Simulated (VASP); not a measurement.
Output of a VASP run:

### OSZICAR
```
       N       E                     dE             d eps       ncg     rms          rms(c)
DAV:   1     0.268756212775E+02    0.26876E+02   -0.58090E+03  2978   0.113E+03
DAV:   2    -0.243746070776E+02   -0.51250E+02   -0.49341E+02  3051   0.217E+02
DAV:   3    -0.248259942912E+02   -0.45139E+00   -0.45125E+00  3571   0.252E+01
DAV:   4    -0.248273168802E+02   -0.13226E-02   -0.13227E-02  3389   0.117E+00
DAV:   5    -0.248273320461E+02   -0.15166E-04   -0.15166E-04  3363   0.109E-01    0.586E+00
DAV:   6    -0.211987789300E+02    0.36286E+01   -0.78928E+00  2988   0.325E+01    0.500E+00
DAV:   7    -0.213498864048E+02   -0.15111E+00   -0.52214E-01  3002   0.729E+00    0.245E+00
DAV:   8    -0.213394649472E+02    0.10421E-01   -0.33646E-02  2978   0.177E+00    0.132E-01
DAV:   9    -0.213530123273E+02   -0.13547E-01   -0.32769E-02  3061   0.148E+00    0.180E-01
DAV:  10    -0.213540064212E+02   -0.99409E-03   -0.22483E-03  3040   0.576E-01    0.670E-02
DAV:  11    -0.213574308759E+02   -0.34245E-02   -0.57012E-03  3031   0.636E-01    0.672E-02
DAV:  12    -0.213571993207E+02    0.23156E-03   -0.20733E-04  3313   0.160E-01    0.522E-02
DAV:  13    -0.213573250468E+02   -0.12573E-03   -0.15799E-04  3052   0.136E-01    0.255E-02
DAV:  14    -0.213573677458E+02   -0.42699E-04   -0.12823E-04  3135   0.963E-02    0.577E-03
DAV:  15    -0.213573665064E+02    0.12393E-05   -0.44306E-06  3164   0.239E-02    0.171E-03
DAV:  16    -0.213573669273E+02   -0.42091E-06   -0.12859E-07  3063   0.474E-03    0.122E-03
DAV:  17    -0.213573666185E+02    0.30888E-06   -0.68117E-07  2995   0.908E-03    0.333E-04
DAV:  18    -0.213573664753E+02    0.14312E-06   -0.43354E-08  2510   0.243E-03    0.190E-04
DAV:  19    -0.213573663601E+02    0.11521E-06   -0.61972E-09  1531   0.848E-04    0.263E-04
DAV:  20    -0.213573664485E+02   -0.88393E-07   -0.71437E-09  1525   0.842E-04
   1 F= -.21357366E+02 E0= -.21357366E+02  d E =0.000000E+00
       N       E                     dE             ncg
```

**OUTCAR**
```
------------------------ aborting loop because EDIFF is reached ----------------------------------------
  FORCE on cell =-STRESS in cart. coord.  units (eV):
  Direction    XX          YY          ZZ          XY          YZ          ZX
  --------------------------------------------------------------------------------------
  Total       -0.0030589     -0.0030589     -0.0030589     -0.0000000     -0.0000000      0.0000000
  in kB       -0.2832019     -0.2832019     -0.2832019     -0.0000000     -0.0000000      0.0000000
  external PRESSURE =      -0.2832019 kB  Pullay stress =       0.0000000 kB
  volume of cell :       17.31
      direct lattice vectors                 reciprocal lattice vectors
     0.000000000  2.052969780  2.052969780    -0.243549615  0.243549615  0.243549615
     2.052969780  0.000000000  2.052969780     0.243549615 -0.243549615  0.243549615
     2.052969780  2.052969780  0.000000000     0.243549615  0.243549615 -0.243549615
 POSITION                                       TOTAL-FORCE (eV/Angst)
 -----------------------------------------------------------------------------------
      0.00000      0.00000      0.00000         0.000000     -0.000000      0.000000
 -----------------------------------------------------------------------------------
    total drift:                                0.000000      0.000000     -0.000000
  FREE ENERGIE OF THE ION-ELECTRON SYSTEM (eV)
  ---------------------------------------------------
  free  energy   TOTEN  =       -21.3573664485 eV

  energy  without entropy=      -21.3573664485  energy(sigma->0) =      -21.35736645

 total charge

# of ion       s       p       d       tot
------------------------------------------
    1        0.441   0.289   9.178   9.908
```
(Selected blocks of OUTCAR.)

### POSCAR
```
Ag
1
   -0.0000000000     2.0529697796     2.0529697796
    2.0529697796    -0.0000000000     2.0529697796
    2.0529697796     2.0529697796    -0.0000000000
Ag
1
Direct
  0.0000000000   0.0000000000   0.0000000000
```

Task: Write an INCAR and KPOINTS that could have produced this output.

Result: This is not unique; one that fits is the input of the run itself, r2SCAN meta-GGA, plane waves, VASP's PBE PAW potentials (set 64).

INCAR:
```
! general
SYSTEM  = Ag
PREC    = Accurate
ENCUT   = 520
LREAL   = F
LASPH   = T

! electronic loop
EDIFF   = 1E-7
NELM    = 100
ALGO    = Normal
LMAXMIX = 4
LMIXTAU = T

! smearing
ISMEAR  = -5

! functional
METAGGA = R2SCAN

! ions
ISIF    = 2

! output
LWAVE   = F
LCHARG  = F
LORBIT  = 11
NEDOS   = 601
```

KPOINTS:
```
Automatic mesh
0
Gamma
17 17 17
0 0 0
```

### KPOINTS_OPT
```
k-points along high-symmetry lines
10
Line-mode
Reciprocal
  0.000000   0.000000   0.000000 ! GAMMA
  0.500000   0.000000   0.500000 ! X

  0.500000   0.000000   0.500000 ! X
  0.625000   0.250000   0.625000 ! U

  0.375000   0.375000   0.750000 ! K
  0.000000   0.000000   0.000000 ! GAMMA

  0.000000   0.000000   0.000000 ! GAMMA
  0.500000   0.500000   0.500000 ! L

  0.500000   0.500000   0.500000 ! L
  0.500000   0.250000   0.750000 ! W

  0.500000   0.250000   0.750000 ! W
  0.500000   0.000000   0.500000 ! X
```

POTCAR, in this order: Ag (PBE.64 set). Program: vasp_std.

For a metal the tetrahedron method with Blöchl corrections gives inexact stress and forces.

The compound is Ag in the fcc structure. It was relaxed first.
